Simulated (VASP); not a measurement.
Method: PBE GGA, VASP's PBE PAW potentials (set 64) (plane waves; VASP 6.6.1).

Input for VASP

### INCAR
```
SYSTEM = ZrB2
PREC = Accurate
ENCUT = 520
EDIFF = 1E-6
NELM = 100
ALGO = Normal
LREAL = .FALSE.
LASPH = .TRUE.
ISMEAR = -4
GGA = PE
LMAXMIX = 4
LWAVE = .FALSE.
LCHARG = .FALSE.
ISIF = 2
```

**KPOINTS**
```
Automatic mesh
0
Gamma
10 10 8
0 0 0
```

### POSCAR
```
ZrB2
1.0
  1.5850000000  -2.7453010000   0.0000000000
  1.5850000000   2.7453010000   0.0000000000
  0.0000000000   0.0000000000   3.5300000000
Zr B
1 2
direct
  0.0000000000   0.0000000000   0.0000000000
  0.3333330000   0.6666670000   0.5000000000
  0.6666670000   0.3333330000   0.5000000000
```

POTCAR, in this order: Zr_sv B (PBE.64 set). Program: vasp_std.

What will the output report for the number of irreducible k-points (NKPTS), number of bands (NBANDS), largest plane-wave count, number of space-group operations, FFT grid (NGX, NGY, NGZ)?

```json
{
 "number of irreducible k-points (NKPTS)": "70",
 "number of bands (NBANDS)": "13",
 "largest_plane_wave_count": "844",
 "number_of_space_group_operations": "24",
 "FFT grid (NGX, NGY, NGZ)": "24 × 24 × 28"
}
```

The compound is ZrB2 in the AlB2 type structure. The cell was not relaxed at this level. The run is one of a series of settings (ISMEAR = -4, SIGMA removed against the base run), some of them coarse on purpose.
